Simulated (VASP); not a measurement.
Output of a VASP run:

### OSZICAR
```
       N       E                     dE             d eps       ncg     rms          rms(c)
DAV:   1     0.108415892203E+03    0.10842E+03   -0.10026E+04  2584   0.165E+03
DAV:   2    -0.326177824257E+01   -0.11168E+03   -0.10860E+03  2695   0.308E+02
DAV:   3    -0.651142270714E+01   -0.32496E+01   -0.32426E+01  3052   0.629E+01
DAV:   4    -0.652997500790E+01   -0.18552E-01   -0.18553E-01  2947   0.417E+00
DAV:   5    -0.653020472615E+01   -0.22972E-03   -0.22975E-03  3150   0.462E-01    0.925E+00
DAV:   6    -0.599223760955E+01    0.53797E+00   -0.18580E+00  2590   0.171E+01    0.565E+00
DAV:   7    -0.596205942291E+01    0.30178E-01   -0.42307E-02  3527   0.406E+00    0.299E+00
DAV:   8    -0.595185910090E+01    0.10200E-01   -0.82277E-03  3230   0.113E+00    0.120E-01
DAV:   9    -0.595188254479E+01   -0.23444E-04   -0.38517E-04  2843   0.246E-01    0.607E-02
DAV:  10    -0.595188717037E+01   -0.46256E-05   -0.25097E-05  3320   0.849E-02    0.156E-02
DAV:  11    -0.595188642852E+01    0.74185E-06   -0.54099E-06  3010   0.492E-02    0.275E-03
DAV:  12    -0.595188641750E+01    0.11021E-07   -0.76695E-08  1715   0.714E-03
   1 F= -.59518864E+01 E0= -.59518864E+01  d E =0.000000E+00
```

### OUTCAR
```
------------------------ aborting loop because EDIFF is reached ----------------------------------------
  FORCE on cell =-STRESS in cart. coord.  units (eV):
  Direction    XX          YY          ZZ          XY          YZ          ZX
  --------------------------------------------------------------------------------------
  Total       -0.0096692     -0.0096692     -0.0096692      0.0000000     -0.0000000      0.0000000
  in kB       -0.5066444     -0.5066444     -0.5066444      0.0000000     -0.0000000      0.0000000
  external PRESSURE =      -0.5066444 kB  Pullay stress =       0.0000000 kB
  volume of cell :       30.58
      direct lattice vectors                 reciprocal lattice vectors
     3.127037920  0.000000000  0.000000000     0.319791453  0.000000000  0.000000000
     0.000000000  3.127037920  0.000000000     0.000000000  0.319791453  0.000000000
     0.000000000  0.000000000  3.127037920     0.000000000  0.000000000  0.319791453
 POSITION                                       TOTAL-FORCE (eV/Angst)
 -----------------------------------------------------------------------------------
      1.56352      1.56352      1.56352         0.000000      0.000000      0.000000
      0.00000      0.00000      0.00000         0.000000      0.000000      0.000000
 -----------------------------------------------------------------------------------
    total drift:                               -0.000000      0.000000     -0.000000
  FREE ENERGIE OF THE ION-ELECTRON SYSTEM (eV)
  ---------------------------------------------------
  free  energy   TOTEN  =        -5.9518864175 eV

  energy  without entropy=       -5.9518864175  energy(sigma->0) =       -5.95188642

 total charge

# of ion       s       p       d       tot
------------------------------------------
    1        0.528   0.468   9.770  10.766
    2        0.621   0.410   8.701   9.732
--------------------------------------------------
tot          1.149   0.878  18.472  20.499
```
(Selected blocks of OUTCAR.)

File POSCAR:
```
AuZn
1
    3.1270379203     0.0000000000     0.0000000000
    0.0000000000     3.1270379203     0.0000000000
    0.0000000000     0.0000000000     3.1270379203
Zn Au
1 1
Direct
  0.5000000000   0.5000000000   0.5000000000
  0.0000000000   0.0000000000   0.0000000000
```

Q: Reconstruct the remaining input files.

A: This is not unique; one that fits is the input of the run itself, PBEsol GGA, plane waves, VASP's PBE PAW potentials (set 64).

**INCAR**
```
ALGO=Normal
EDIFF=1E-7
ENCUT=400
GGA=PS
ISIF=2
ISMEAR=-5
LASPH=.TRUE.
LCHARG=.TRUE.
LMAXMIX=6
LORBIT=11
LREAL=.FALSE.
LWAVE=.FALSE.
NEDOS=601
NELM=100
PREC=Accurate
SYSTEM=AuZn
```

**KPOINTS**
```
kpoints
0
Gamma
13 13 13
0 0 0
```

POTCAR, in this order: Zn Au (PBE.64 set). Program: vasp_std.

For a metal the tetrahedron method with Blöchl corrections gives inexact stress and forces.

The compound is AuZn in the CsCl type structure. It was relaxed first. The electron count is odd and the run is not spin-polarised, which forces a metal.
